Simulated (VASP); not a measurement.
A VASP calculation is set up with these files.

### INCAR
```
SYSTEM = SnS2
PREC = Accurate
ENCUT = 520
EDIFF = 1E-7
NELM = 100
ALGO = Normal
LREAL = .FALSE.
LASPH = .TRUE.
ISMEAR = -5
GGA = PE
IVDW = 11
LMAXMIX = 4
LWAVE = .FALSE.
LCHARG = .TRUE.
LORBIT = 11
NEDOS = 601
ISIF = 2
LEFG = .TRUE.
```

### POSCAR
```
SnS2
1
    1.8409187207    -3.1885650402     0.0000000000
    1.8409187207     3.1885650402     0.0000000000
   -0.0000000000    -0.0000000000     5.9348693399
Sn S
1 2
Direct
  0.0000000000   1.0000000000   1.0000000000
  0.3333330000   0.6666670000   0.2491956075
  0.6666670000   0.3333330000   0.7508043925
```

KPOINTS:
```
Automatic mesh
0
Gamma
8 8 4
0 0 0
```

POTCAR, in this order: Sn_d S (PBE.64 set). Program: vasp_std.

Write an equivalent input for Quantum ESPRESSO's pw.x.

One equivalent input (not run):
```
&CONTROL
  calculation = 'scf'
  pseudo_dir = './pseudo'
  outdir = './out'
  tprnfor = .true.
  tstress = .true.
/
&SYSTEM
  ibrav = 0
  nat = 3
  ntyp = 2
  ecutwfc = 72
  occupations = 'tetrahedra'
  input_dft = 'pbe'
  vdw_corr = 'grimme-d3'
  dftd3_version = 3
  dftd3_threebody = .false.
/
&ELECTRONS
  conv_thr = 7.3e-09
  electron_maxstep = 100
/
ATOMIC_SPECIES
  Sn 118.710 Sn.upf
  S 32.060 S.upf
CELL_PARAMETERS angstrom
     1.8409187   -3.1885650    0.0000000
     1.8409187    3.1885650    0.0000000
    -0.0000000   -0.0000000    5.9348693
ATOMIC_POSITIONS crystal
  Sn   0.0000000  1.0000000  1.0000000
  S    0.3333330  0.6666670  0.2491956
  S    0.6666670  0.3333330  0.7508044
K_POINTS automatic
  8 8 4 0 0 0
```
Limits of the translation: the potentials are each code's own (VASP's PAW set, PseudoDojo norm-conserving files in pw.x), so ENCUT and ecutwfc are chosen apart and not converted; conv_thr bounds pw.x's estimated SCF error, while EDIFF bounds the energy change between steps; the field gradients of LEFG aren't asked of the other code.

The compound is SnS2 in the 1T layered structure. It was relaxed first.
